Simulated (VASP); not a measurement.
Consider the following.

```xyz
1
Lattice="-1.6641 1.6641 1.6641 1.6641 -1.6641 1.6641 1.6641 1.6641 -1.6641" Properties=species:S:1:pos:R:3 pbc="T T T"
Nb     0.0000     0.0000     0.0000
```

Level of theory: RPBE GGA, VASP's PBE PAW potentials (set 64) (plane waves; VASP). Numerical set-up: 520 eV cut-off, 15×15×15 Γ-centred mesh, first-order Methfessel-Paxton smearing of 0.10 eV, potentials Nb_sv.

Question: Give the energy at these volumes per atom, relative to the lowest: 17.34, 17.90, 18.45, 19.01, 19.56 Å³.

Answer: 36.9, 8.4, 0.0, 8.6, 31.5 meV/atom. A third-order Birch-Murnaghan fit gives B0 = 164 GPa and B0′ = 4.5.

Measured: bulk modulus 173 GPa at 0 K (computed value off by -5.2 %), as given by Daniel Mejia-Rodriguez et al., Physical Review B (2018), arXiv:1807.09216 [0 K value with the zero-point phonon effect removed]; a 3.294 Å at 0 K (computed value off by +1.0 %), as given by Daniel Mejia-Rodriguez et al., Physical Review B (2018), arXiv:1807.09216 [static lattice: zero-point anharmonic expansion removed].

The compound is Nb in the bcc structure. It was relaxed first.
